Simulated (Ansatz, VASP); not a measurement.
# LaSi3Ru: VASP beside Ansatz, part 2 of 2

Aim: how closely do two programs agree when they are given the same cell, functional and k mesh?

VASP 6.6.1 and Ansatz 0.2.0.

So far: The structure; VASP: relaxation of cell and atoms, r2SCAN.

## Step 3: Ansatz: relaxation of cell and atoms, r2SCAN

Level of this step: Ansatz beside VASP: Kohn-Sham DFT, plane waves, r2SCAN (Ansatz).

Ansatz runs on its default PAW (the set named soft_2) files.

The same cell, functional, mesh and smearing now go to Ansatz, which takes its cutoff from its data sets.

Contents of input.yaml:

```yaml
crystal:
  lattice:
    - [-2.13272866, 2.13272866, 4.98223261]
    - [2.13272866, -2.13272866, 4.98223261]
    - [2.13272866, 2.13272866, -4.98223261]
  atoms:
    - { symbol: La, position: [0.99929371, 0.99929371, 0.0] }
    - { symbol: Si, position: [0.41772753, 0.41772753, 0.0] }
    - { symbol: Si, position: [0.26066472, 0.76066472, 0.5] }
    - { symbol: Si, position: [0.76066472, 0.26066472, 0.5] }
    - { symbol: Ru, position: [0.65565031, 0.65565031, 0.0] }
hamiltonian:
  xc: r2scan
  pseudopotentials: { kind: paw }
kpoints:
  mp_grid: { grid: [6, 6, 6] }
scf:
  occupations: { method: fermi_dirac, width: 0.05 }
relax:
  f_tol: 0.01
  max_steps: 60
  cell: { stress_tol: 0.05 }
output:
  forces: true
  stress: true
```

Started as:

```console
ansatz run input.yaml --threads 4 --pin off --max-ram 9216MiB --backend cpu --events-out ev --progress --plain --runs-dir out
```

Numbers of over 12 decimals in the logs are rounded to 6 here.

Output:

```text
Engine: ansatz 0.2.0, aarch64-unknown-linux-gnu
Pseudopotentials: kind: paw
Pseudopotential: La, paw, valence charge 11, recommended cutoff 500 eV (meta_gga), La.paw.azcp
Pseudopotential: Si, paw, valence charge 4, recommended cutoff 500 eV (meta_gga), Si.paw.azcp
Pseudopotential: Ru, paw, valence charge 16, recommended cutoff 500 eV (meta_gga), Ru.paw.azcp
Functional definition: r2SCAN
  parameter k0 = 0.174
  parameter k1 = 0.065
  parameter a1 = 4.9479
  exchange = r2scan_x(k0 = k0, k1 = k1, a1 = a1)
  correlation = r2scan_c
Crystal: 5 atoms, lattice volume = 90.647 Å³
Basis set: ecut = 500 eV, 2307 PW (Γ), exchange–correlation on 180×180×180 points (64 copies of the dense FFT grid, shifted against one another)
Bands: 25, of which v1, the nominal top of the filled ones, is band 20 counted from 1 (19 counted from 0)
Symmetry: 8 space group operations
Space group: I4mm (ITA 107), of the structure as read, at distance tolerance 4.5e-5 Å
k-points: 30 of 216 (time reversal used)
Non-local potential: La, projectors of the file, l = 0: 3, l = 1: 2, l = 2: 2, l = 3: 3
Non-local potential: Si, projectors of the file, l = 0: 2, l = 1: 2, l = 2: 2
Non-local potential: Ru, projectors of the file, l = 0: 3, l = 1: 2, l = 2: 2, l = 3: 1
PAW form: soft (Blöchl's): semilocal exchange-correlation on the pseudo side does not see the compensation charge
PAW frozen core: La, regenerated for the run's functional (the file was generated under x = pbe(κ = 0.804, μ = 0.219515), c = pbe(β = 0.066725))
PAW frozen core: Si, regenerated for the run's functional (the file was generated under x = pbe(κ = 0.804, μ = 0.219515), c = pbe(β = 0.066725))
PAW frozen core: Ru, regenerated for the run's functional (the file was generated under x = pbe(κ = 0.804, μ = 0.219515), c = pbe(β = 0.066725))
PAW one-centre angular grid: La, 974 points (default); XC on 160 Gauss nodes
PAW one-centre angular grid: Si, 302 points (default); XC on 160 Gauss nodes
PAW one-centre angular grid: Ru, 590 points (default); XC on 160 Gauss nodes
Initial density: superposition of atomic densities (neutral atoms: chi_scale 0, normalization atom), corrected by the library's trained network
Initial wavefunctions: pseudopotential atomic-orbital guess
Functional: x = r2scan, c = r2scan; τ floored in thin density (d = 2e-4 eV/Å³)
SCF iter   1: F=—  HF=-14076.161236 eV  |F-HF|=—  |Δ(HF+E_count)|=         —  Δρ=9.07e-3  dr2=1.46e-1  dr2_τ=3.24e-2  ethr=1.77e-3  ⟨swp⟩=6.0  Hψ=3571  notcnv=0
preconditioner: auto → Kerker (q_TF=auto, 2.371 Å⁻¹)  [metal: Δε(μ)=0.074 eV  Ē_g=9.023 eV  σ=0.050 eV  W_gap=0.34  n_scr=14 (ndim 8)  ℏωp=21.0 eV  f_vac=0.000  D(μ)=1.55/eV (n_scr^D=10)]
SCF iter   2: F=—  HF=-14076.243083 eV  |F-HF|=—  |Δ(HF+E_count)|=   8.18e-2  Δρ=5.62e-3  dr2=2.64e-2  dr2_τ=5.32e-3  ethr=3.73e-4  ⟨swp⟩=3.6  Hψ=1707  notcnv=0  defer=11
SCF iter   3: F=—  HF=-14076.242157 eV  |F-HF|=—  |Δ(HF+E_count)|=   9.26e-4  Δρ=2.66e-3  dr2=1.14e-2  dr2_τ=4.36e-4  ethr=6.77e-5  ⟨swp⟩=3.3  Hψ=1308  notcnv=0  defer=11
SCF iter   4: F=—  HF=-14076.241481 eV  |F-HF|=—  |Δ(HF+E_count)|=   6.76e-4  Δρ=6.53e-4  dr2=3.30e-4  dr2_τ=2.32e-5  ethr=2.92e-5  ⟨swp⟩=3.1  Hψ=1413  notcnv=0  defer=11
SCF iter   5: F=—  HF=-14076.241585 eV  |F-HF|=—  |Δ(HF+E_count)|=   1.05e-4  Δρ=2.23e-4  dr2=9.38e-5  dr2_τ=2.55e-6  ethr=8.45e-7  ⟨swp⟩=2.0  Hψ=1370  notcnv=0  defer=11
SCF iter   6: F=—  HF=-14076.241537 eV  |F-HF|=—  |Δ(HF+E_count)|=   4.82e-5  Δρ=6.69e-5  dr2=6.63e-6  dr2_τ=5.90e-8  ethr=2.41e-7  ⟨swp⟩=2.5  Hψ=1254  notcnv=0  defer=11
SCF iter   7: F=—  HF=-14076.241539 eV  |F-HF|=—  |Δ(HF+E_count)|=   1.74e-6  Δρ=1.08e-5  dr2=1.41e-7  dr2_τ=3.99e-9  ethr=1.70e-8  ⟨swp⟩=2.0  Hψ=1225  notcnv=0  defer=11
SCF iter   8: F=-14076.241539 eV  HF=-14076.241539 eV  |F-HF|=3.23e-9  |Δ(HF+E_count)|=   2.90e-8  Δρ=2.47e-6  dr2=9.38e-9  dr2_τ=4.28e-10  ethr=2.56e-10  ⟨swp⟩=4.1  Hψ=2511  notcnv=0
SCF 1 converged in 8 iterations: F = -14076.241539 eV  dr2 = 9.38e-9
  greatest PAW one-centre occupation: 0.997 electrons in one spin orbital (limit 2), on the Ru atom at site 4 (counted from 0), in its partial waves of l = 1
relax step   1: F+E_penalty+E_count = -14076.24153857 eV  Δ(F+E_penalty+E_count) = +0.000e0 eV  max|allowed force component| = 7.163e-2 eV/Å  Δτ_max = 0.0000 Å  P = -0.001 GPa  Ω = 90.647 Å³  (8 SCF iters, dr2 threshold 1.00e-7 eV, accepted)
[...]
relax step   2: F+E_penalty+E_count = -14076.24318259 eV  Δ(F+E_penalty+E_count) = -1.644e-3 eV  max|allowed force component| = 3.375e-2 eV/Å  Δτ_max = 0.0174 Å  P = +0.011 GPa  Ω = 90.665 Å³  energy of the carried Pulay correction = -4.047e-6 eV  (6 SCF iters, dr2 threshold 4.08e-7 eV, accepted)
[...]
relax step   3: F+E_penalty+E_count = -14076.24325475 eV  Δ(F+E_penalty+E_count) = -7.217e-5 eV  max|allowed force component| = 2.493e-2 eV/Å  Δτ_max = 0.0045 Å  P = -0.011 GPa  Ω = 90.699 Å³  energy of the carried Pulay correction = -1.169e-5 eV  (6 SCF iters, dr2 threshold 7.12e-8 eV, accepted)
[...]
relax step   4: F+E_penalty+E_count = -14076.24331458 eV  Δ(F+E_penalty+E_count) = -5.982e-5 eV  max|allowed force component| = 4.190e-3 eV/Å  Δτ_max = 0.0019 Å  P = -0.003 GPa  Ω = 90.703 Å³  energy of the carried Pulay correction = -1.260e-5 eV  (6 SCF iters, dr2 threshold 3.89e-8 eV, accepted)
[...]
relax step   5: F+E_penalty+E_count = -14076.24332291 eV  Δ(F+E_penalty+E_count) = -8.337e-6 eV  max|allowed force component| = 4.226e-3 eV/Å  Δτ_max = 0.0000 Å  P = -0.003 GPa  Ω = 90.703 Å³  stress off target by 4.43e-3 GPa  SCF on the basis re-selected at this cell (its energy is not comparable with the rows above)  (6 SCF iters)
basis re-selected at this cell: Δ(F+E_penalty+E_count) = -8.337e-6 eV, ΔP = -0.000 GPa vs the last step (what re-selecting the basis moved, of the pressure what is left beyond the Pulay correction that the steps carried, after the strain that the cell walked since its last selection, with what the two solves' SCF thresholds leave and, on support functions, any second-order correction that the steps lacked; it is no m [...]
SCF converged after 6 iterations
Free energy (F): -14076.243323 eV
Harris-Foulkes:  -14076.243323 eV  (|F-HF|=1.82e-11)
Internal energy: -14076.230038 eV  (E = F + TS)
E sigma→0 (E₀):  -14076.236681 eV
Entropy (-TS):   -0.013285 eV (-2.657 meV/atom)
Fermi energy:    12.620268 eV
--- Per-component energies (eV) ---
  E_band       = -175.911104
  E_kinetic    = 834.643471
  E_local      = -2608.041256  (includes V_loc(G=0)·N_el)
  E_nonlocal   = 510.709695
  E_hartree    = 967.686839
  E_xc         = -474.831848
  E_vxc        = -583.085564  (∫ρ·V_xc dr)
  E_paw        = -10475.038269  (= ΣΔE_a)
  E_vpaw       = -299.119852  (= ΣTr[D̂ρ^β])
  E_aug_tail   = 0.000115  (compensation charges beyond the density's cutoff)
  E_vtau       = 33.608521  (kinetic-family band-sum trace: ∫τ·v_τ [+ j·A + Jᵃ·Aᵃ] dr)
  E_ewald      = -2830.887044
  E_core_change = -0.471742  (= ΣΔE_core)
  E_smearing   = -0.013285  (= −TS)
  E_closure    = -0.000000  (closes the sum)
  Σ components = -14076.243323   (vs F -14076.243323, Δ=0.00e0)
--- Forces (eV/Å), atoms counted from 1 ---
  atom   1  La    -0.00000000     0.00000000     0.00057225
  atom   2  Si    -0.00000000    -0.00000000     0.00132598
  atom   3  Si    -0.00000000     0.00000000     0.00116427
  atom   4  Si     0.00000000    -0.00000000     0.00116427
  atom   5  Ru     0.00000000     0.00000000    -0.00422533
  max |Σ_I F_I| component: 1.43e-6 eV/Å
--- Stress (GPa, compression-positive) ---
       -0.004432      -0.000000      -0.000000
       -0.000000      -0.004432       0.000000
       -0.000000      -0.000000       0.000634
  P = ⅓ Tr σ = -0.0027 GPa (-0.027 kbar)
--- Relaxed structure (4 steps of the walk, 4 accepted, 1 SCFs on fresh bases) ---
  F+E_penalty+E_count = -14076.24332291 eV   max|allowed force component| = 4.226e-3 eV/Å   (the final SCF, on the basis selected at the relaxed cell)
  cell:  # Å, volume = 90.7026 Å³
    - [-2.127964, 2.127964, 5.007619]
    - [2.127964, -2.127964, 5.007619]
    - [2.127964, 2.127964, -5.007619]
  atoms:
    - { symbol: La, position: [0.997815, 0.997815, 0] }
    - { symbol: Si, position: [0.419020, 0.419020, 0] }
    - { symbol: Si, position: [0.260675, 0.760675, 0.500000] }
    - { symbol: Si, position: [0.760675, 0.260675, 0.500000] }
    - { symbol: Ru, position: [0.655816, 0.655816, 0] }
```

It took 23 s on 4 threads of Arm Neoverse V1, shared host; peak memory 0.8 GiB; 87 s of CPU time.

## Step 4: Side by side

Known differences besides the potentials themselves: VASP keeps PBE cores, Ansatz makes them for the functional; both relaxations stop at a tolerance, which leaves soft axes loose, and VASP keeps its plane-wave basis; the data sets hold 39 valence electrons in Ansatz (default PAW (the set named soft_2) files) and 37 in VASP; the cutoff is 500 eV in Ansatz and 400 eV in VASP; Ansatz adds a Pulay correction to the stress that steers its cell, VASP none. Total energies have different zeros and are not compared.

The two programs side by side:

```
                                         quantity  Ansatz   VASP  difference
                                      volume (Å³)   90.70  90.56     +0.16 %
edge a after relaxation, in the typed setting (Å)   5.842  5.839     +0.05 %
```

The walks stopped with 0.00 GPa left in Ansatz and 0.02 GPa in VASP; each walk ends within a tolerance, so the volume difference is uncertain by about these residues over the bulk modulus, most in soft cells.

## Step 5: What came out

```json
{
 "difference in volume (relaxation of cell and atoms, r2SCAN)": "0.16 %"
}
```

The difference in volume is 0.16 % (relaxation of cell and atoms, r2SCAN), within the 1.2 % picked in this series as the mark of a large difference, as far as the stopping tolerances let one tell. How closely two codes agree says nothing of how well the functional describes the real material.

[Lines on the potential files, build, host, timing and source positions are cut from VASP's logs without a mark.]

[Logs are printed without paths, hosts, clocks, repeated set-up lines and the standing remarks that a program may print on its own settings, such as how far it seeks lower states.]

[Hosts, paths, dates, database ids (printed as entryN), source tags and the programs' standing remarks are cut or masked in the printed files.]
